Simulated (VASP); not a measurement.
Computed with r2SCAN meta-GGA, VASP's PBE PAW potentials (set 64) (plane waves; VASP).

Input for VASP

### KPOINTS
```
Automatic mesh
0
Gamma
6 6 4
0 0 0
```

### POSCAR
```
Se
1
    4.0804588291     0.0000000000    -0.0000000000
   -2.0402294146     3.5337811208     0.0000000000
   -0.0000000000     0.0000000000     5.0805718755
Se
3
Direct
  0.2475019620   0.0000000000   0.1666670000
  0.0000000000   0.2475019620   0.8333330000
  0.7524980380   0.7524980380   0.5000000000
```

**INCAR**
```
SYSTEM = Se
PREC = Accurate
ENCUT = 400
EDIFF = 1E-6
NELM = 100
ALGO = Normal
LREAL = .FALSE.
LASPH = .TRUE.
ISMEAR = 0
SIGMA = 0.05
METAGGA = R2SCAN
LMIXTAU = .TRUE.
LMAXMIX = 4
LWAVE = .FALSE.
LCHARG = .FALSE.
IBRION = 2
ISIF = 3
NSW = 60
EDIFFG = -0.02
```

POTCAR, in this order: Se (PBE.64 set). Program: vasp_std.

Output of the run:

File OSZICAR:
```
...
DAV:   6    -0.428898995587E+02   -0.46264E-04   -0.64559E-05   634   0.730E-02    0.350E-03
DAV:   7    -0.428899106956E+02   -0.11137E-04   -0.24679E-06   597   0.164E-02    0.124E-03
DAV:   8    -0.428899043252E+02    0.63704E-05   -0.75766E-07   432   0.955E-03    0.653E-04
DAV:   9    -0.428899089064E+02   -0.45811E-05   -0.17676E-07   327   0.431E-03    0.211E-04
DAV:  10    -0.428899080738E+02    0.83252E-06   -0.18657E-08   327   0.128E-03
   6 F= -.42889908E+02 E0= -.42889908E+02  d E =-.440848E-01
       N       E                     dE             d eps       ncg     rms          rms(c)
DAV:   1    -0.429010981699E+02   -0.11189E-01   -0.49320E-01   624   0.425E+00    0.451E-01
DAV:   2    -0.428971914012E+02    0.39068E-02   -0.17776E-02   669   0.962E-01    0.255E-01
DAV:   3    -0.428954866644E+02    0.17047E-02   -0.55015E-03   689   0.459E-01    0.870E-02
DAV:   4    -0.428954023435E+02    0.84321E-04   -0.60608E-04   694   0.194E-01    0.518E-02
DAV:   5    -0.428953580292E+02    0.44314E-04   -0.32946E-04   634   0.167E-01    0.267E-02
DAV:   6    -0.428953567394E+02    0.12898E-05   -0.36524E-04   634   0.174E-01    0.105E-02
DAV:   7    -0.428954618585E+02   -0.10512E-03   -0.47772E-05   644   0.626E-02    0.222E-03
DAV:   8    -0.428954551054E+02    0.67531E-05   -0.32589E-06   704   0.175E-02    0.136E-03
DAV:   9    -0.428954685584E+02   -0.13453E-04   -0.16126E-06   442   0.124E-02    0.615E-04
DAV:  10    -0.428954656366E+02    0.29218E-05   -0.17305E-07   317   0.393E-03    0.199E-04
DAV:  11    -0.428954672274E+02   -0.15908E-05   -0.25047E-08   327   0.162E-03    0.112E-04
DAV:  12    -0.428954662541E+02    0.97324E-06   -0.77365E-09   327   0.860E-04
   7 F= -.42895466E+02 E0= -.42895466E+02  d E =-.555818E-02
       N       E                     dE             d eps       ncg     rms          rms(c)
DAV:   1    -0.429549761024E+02   -0.59509E-01   -0.43592E+00   624   0.125E+01    0.136E+00
DAV:   2    -0.429220159789E+02    0.32960E-01   -0.15993E-01   664   0.288E+00    0.764E-01
DAV:   3    -0.429062947121E+02    0.15721E-01   -0.45756E-02   689   0.131E+00    0.287E-01
DAV:   4    -0.429059356734E+02    0.35904E-03   -0.60068E-03   689   0.604E-01    0.145E-01
DAV:   5    -0.429046528486E+02    0.12828E-02   -0.31966E-03   629   0.525E-01    0.801E-02
DAV:   6    -0.429059307952E+02   -0.12779E-02   -0.31544E-03   624   0.515E-01    0.302E-02
DAV:   7    -0.429064206290E+02   -0.48983E-03   -0.36728E-04   644   0.175E-01    0.635E-03
DAV:   8    -0.429064174683E+02    0.31606E-05   -0.30088E-05   714   0.530E-02    0.449E-03
DAV:   9    -0.429064571179E+02   -0.39650E-04   -0.14772E-05   644   0.365E-02    0.219E-03
DAV:  10    -0.429064545030E+02    0.26149E-05   -0.98925E-07   497   0.101E-02    0.593E-04
DAV:  11    -0.429064575780E+02   -0.30750E-05   -0.27601E-07   352   0.498E-03    0.470E-04
DAV:  12    -0.429064550443E+02    0.25337E-05   -0.44620E-08   327   0.218E-03    0.277E-04
DAV:  13    -0.429064559713E+02   -0.92696E-06   -0.73125E-09   312   0.818E-04
   8 F= -.42906456E+02 E0= -.42906456E+02  d E =-.165479E-01
       N       E                     dE             d eps       ncg     rms          rms(c)
DAV:   1    -0.430890480990E+02   -0.18259E+00   -0.16854E+01   624   0.243E+01    0.281E+00
DAV:   2    -0.429710302985E+02    0.11802E+00   -0.64061E-01   679   0.574E+00    0.152E+00
DAV:   3    -0.429070414182E+02    0.63989E-01   -0.15930E-01   694   0.241E+00    0.667E-01
DAV:   4    -0.429063411863E+02    0.70023E-03   -0.28986E-02   659   0.131E+00    0.263E-01
DAV:   5    -0.428959373545E+02    0.10404E-01   -0.14983E-02   624   0.115E+00    0.162E-01
DAV:   6    -0.429069131294E+02   -0.10976E-01   -0.12636E-02   624   0.106E+00    0.574E-02
DAV:   7    -0.429082731272E+02   -0.13600E-02   -0.13292E-03   624   0.342E-01    0.123E-02
DAV:   8    -0.429083045721E+02   -0.31445E-04   -0.13718E-04   719   0.113E-01    0.997E-03
DAV:   9    -0.429084081015E+02   -0.10353E-03   -0.66981E-05   624   0.769E-02    0.483E-03
DAV:  10    -0.429084080893E+02    0.12267E-07   -0.56023E-06   734   0.227E-02
   9 F= -.42908408E+02 E0= -.42908408E+02  d E =-.185000E-01
       N       E                     dE             d eps       ncg     rms          rms(c)
DAV:   1    -0.429361437066E+02   -0.27736E-01   -0.20933E+00   624   0.875E+00    0.921E-01
DAV:   2    -0.429176574538E+02    0.18486E-01   -0.73665E-02   699   0.197E+00    0.499E-01
DAV:   3    -0.429096407705E+02    0.80167E-02   -0.26641E-02   654   0.993E-01    0.169E-01
DAV:   4    -0.429097671254E+02   -0.12635E-03   -0.29496E-03   659   0.446E-01    0.119E-01
DAV:   5    -0.429092924575E+02    0.47467E-03   -0.19726E-03   624   0.402E-01    0.621E-02
DAV:   6    -0.429096774018E+02   -0.38494E-03   -0.21542E-03   624   0.427E-01    0.232E-02
DAV:   7    -0.429101095689E+02   -0.43217E-03   -0.33801E-04   624   0.176E-01    0.570E-03
DAV:   8    -0.429101395437E+02   -0.29975E-04   -0.21507E-05   709   0.449E-02    0.247E-03
DAV:   9    -0.429101302116E+02    0.93321E-05   -0.90792E-06   624   0.300E-02    0.174E-03
DAV:  10    -0.429101372057E+02   -0.69940E-05   -0.65687E-07   467   0.869E-03    0.349E-04
DAV:  11    -0.429101348545E+02    0.23512E-05   -0.10338E-07   327   0.310E-03    0.209E-04
DAV:  12    -0.429101370630E+02   -0.22085E-05   -0.47976E-08   317   0.236E-03    0.175E-04
DAV:  13    -0.429101362814E+02    0.78163E-06   -0.69832E-09   312   0.784E-04
  10 F= -.42910136E+02 E0= -.42910136E+02  d E =-.202282E-01
       N       E                     dE             d eps       ncg     rms          rms(c)
DAV:   1    -0.429113117824E+02   -0.11747E-02   -0.28325E-01   624   0.350E+00    0.305E-01
DAV:   2    -0.429132917029E+02   -0.19799E-02   -0.16910E-02   769   0.841E-01    0.115E-01
DAV:   3    -0.429133829068E+02   -0.91204E-04   -0.40316E-04   669   0.177E-01    0.534E-02
DAV:   4    -0.429133357756E+02    0.47131E-04   -0.17051E-04   659   0.114E-01    0.914E-03
DAV:   5    -0.429133687189E+02   -0.32943E-04   -0.94118E-05   624   0.948E-02    0.971E-03
DAV:   6    -0.429133996164E+02   -0.30897E-04   -0.93723E-06   719   0.311E-02    0.282E-03
DAV:   7    -0.429133874700E+02    0.12146E-04   -0.34155E-06   634   0.219E-02    0.217E-03
DAV:   8    -0.429134005553E+02   -0.13085E-04   -0.20054E-06   442   0.169E-02    0.514E-04
DAV:   9    -0.429133999948E+02    0.56052E-06   -0.27236E-07   327   0.492E-03
  11 F= -.42913400E+02 E0= -.42913400E+02  d E =-.326371E-02
       N       E                     dE             d eps       ncg     rms          rms(c)
DAV:   1    -0.429134052352E+02   -0.46799E-05   -0.94304E-04   624   0.202E-01    0.177E-02
DAV:   2    -0.429134113400E+02   -0.61048E-05   -0.56771E-05   764   0.488E-02    0.643E-03
DAV:   3    -0.429134138850E+02   -0.25451E-05   -0.11879E-06   447   0.103E-02    0.311E-03
DAV:   4    -0.429134115722E+02    0.23128E-05   -0.67936E-07   317   0.724E-03    0.482E-04
DAV:   5    -0.429134141314E+02   -0.25592E-05   -0.33266E-07   312   0.589E-03    0.588E-04
DAV:   6    -0.429134133250E+02    0.80647E-06   -0.40148E-08   312   0.182E-03
  12 F= -.42913413E+02 E0= -.42913413E+02  d E =-.327704E-02
       N       E                     dE             d eps       ncg     rms          rms(c)
DAV:   1    -0.429182031423E+02   -0.47890E-02   -0.27544E-01   624   0.344E+00    0.396E-01
DAV:   2    -0.429163083947E+02    0.18947E-02   -0.82136E-03   734   0.653E-01    0.203E-01
DAV:   3    -0.429155042002E+02    0.80419E-03   -0.40118E-03   629   0.448E-01    0.712E-02
DAV:   4    -0.429156822811E+02   -0.17808E-03   -0.29014E-04   639   0.177E-01    0.502E-02
DAV:   5    -0.429155541665E+02    0.12811E-03   -0.20370E-04   629   0.147E-01    0.608E-03
DAV:   6    -0.429157349508E+02   -0.18078E-03   -0.96505E-05   634   0.102E-01    0.253E-03
DAV:   7    -0.429157343084E+02    0.64237E-06   -0.64559E-06   704   0.246E-02
  13 F= -.42915734E+02 E0= -.42915734E+02  d E =-.232098E-02
```

### OUTCAR
```
------------------------ aborting loop because EDIFF is reached ----------------------------------------
  FORCE on cell =-STRESS in cart. coord.  units (eV):
  Direction    XX          YY          ZZ          XY          YZ          ZX
  --------------------------------------------------------------------------------------
  Total       -0.0212215     -0.0212215     -0.0294920      0.0000000     -0.0000000      0.0000000
  in kB       -0.3886672     -0.3886672     -0.5401398      0.0000000     -0.0000000      0.0000000
  external PRESSURE =      -0.4391580 kB  Pullay stress =       0.0000000 kB
  volume of cell :       87.48
      direct lattice vectors                 reciprocal lattice vectors
     4.498235725 -0.000000000  0.000000000     0.222309381  0.128350376  0.000000000
    -2.249117862  3.895586562 -0.000000000     0.000000000  0.256700752 -0.000000000
    -0.000000000  0.000000000  4.992223215    -0.000000000  0.000000000  0.200311556
 POSITION                                       TOTAL-FORCE (eV/Angst)
 -----------------------------------------------------------------------------------
     -1.27064      3.89559      0.83204         0.001490     -0.000000     -0.000000
     -0.48924      0.84739      4.16018        -0.000745      0.001291      0.000000
      1.75988      3.04820      2.49611        -0.000745     -0.001291      0.000000
 -----------------------------------------------------------------------------------
    total drift:                               -0.000082      0.000545      0.000012
  FREE ENERGIE OF THE ION-ELECTRON SYSTEM (eV)
  ---------------------------------------------------
  free  energy   TOTEN  =       -42.9157343084 eV

  energy  without entropy=      -42.9157343084  energy(sigma->0) =      -42.91573431

 reached required accuracy - stopping structural energy minimisation
```
(Selected blocks of OUTCAR.)

### CONTCAR
```
Se
   1.00000000000000
     4.4982357246840241   -0.0000000000062548    0.0000000000000000
    -2.2491178624025476    3.8955865624086208   -0.0000000000000000
    -0.0000000000000000    0.0000000000000000    4.9922232149608261
  Se
     3
Direct
     0.2175248090043839    0.9999999999999866    0.1666669999999968
     0.0000000000272745    0.2175248090589600    0.8333330000000032
     0.7824751909683416    0.7824751909410537    0.5000000000000000
```

Energy and stress use the plane-wave basis of the starting cell.

The structure comes from a measured Se entry (P3_221) of the Crystallography Open Database, whose conditions weren't checked. This run relaxes it. Symmetry was kept, so distortions that lower it aren't found. The start is the result of an earlier pass.
